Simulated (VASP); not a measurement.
Given:

```
CELL_PARAMETERS angstrom
      1.63358    -2.82945     0.00000
      1.63358     2.82945     0.00000
      0.00000     0.00000     5.28715
ATOMIC_POSITIONS crystal
  Zn 0.66667 0.33333 0.50185
  Zn 0.33333 0.66667 0.00185
  O  0.66667 0.33333 0.88015
  O  0.33333 0.66667 0.38015
```

These are optB88-vdW, VASP's PBE PAW potentials (set 64) (plane waves; VASP 6.6.1) values and carry that method's errors. Run with 520 eV cut-off, 9×9×5 Γ-centred mesh, tetrahedra with Blöchl corrections, potentials Zn O.

Question: Estimate the energy per atom (σ→0), band gap (on the k-mesh) with the smallest direct gap where there is one.

Answer: 
```json
{
 "band gap (on the k-mesh)": "0.80 eV",
 "smallest direct gap (on the k-mesh)": "0.80 eV",
 "energy per atom (σ→0)": "-2.155 eV/atom"
}
```

Total energies compare only between runs with the same potentials, cut-off and functional.

The compound is ZnO in the wurtzite structure. It was relaxed first.
